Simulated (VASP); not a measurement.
Here is the system:

```
CELL_PARAMETERS angstrom
      0.00000     3.72849     3.72849
      3.72849     0.00000     3.72849
      3.72849     3.72849     0.00000
ATOMIC_POSITIONS crystal
  K  0.25000 0.25000 0.25000
  K  0.75000 0.75000 0.75000
  S  0.00000 0.00000 0.00000
```

Computed with PBE GGA, VASP's PBE PAW potentials (set 64) (plane waves; VASP 6.6.1). Run with 520 eV cut-off, Gaussian smearing of 0.050 eV, potentials K_sv S.

Q: Give the energies of bands 10 to 15 at the high-symmetry points, in eV from the valence-band maximum.

A: 
```json
[
 {"band": "10", "Γ": "-0.18", "X": "-0.72", "U": "-0.53", "L": "-0.61", "W": "-0.37"},
 {"band": "11", "Γ": "-0.18", "X": "0.00", "U": "-0.20", "L": "-0.06", "W": "-0.37"},
 {"band": "12", "Γ": "-0.18", "X": "0.00", "U": "-0.01", "L": "-0.06", "W": "-0.01"},
 {"band": "13", "Γ": "2.33", "X": "3.51", "U": "3.73", "L": "4.68", "W": "3.71"},
 {"band": "14", "Γ": "5.46", "X": "5.25", "U": "5.40", "L": "4.92", "W": "5.71"},
 {"band": "15", "Γ": "5.46", "X": "6.49", "U": "6.22", "L": "5.79", "W": "5.71"}
]
```

The gap is indirect, 2.33 eV, from the valence maximum at X to the conduction minimum at Γ.

The compound is K2S in the antifluorite structure. It was relaxed first.
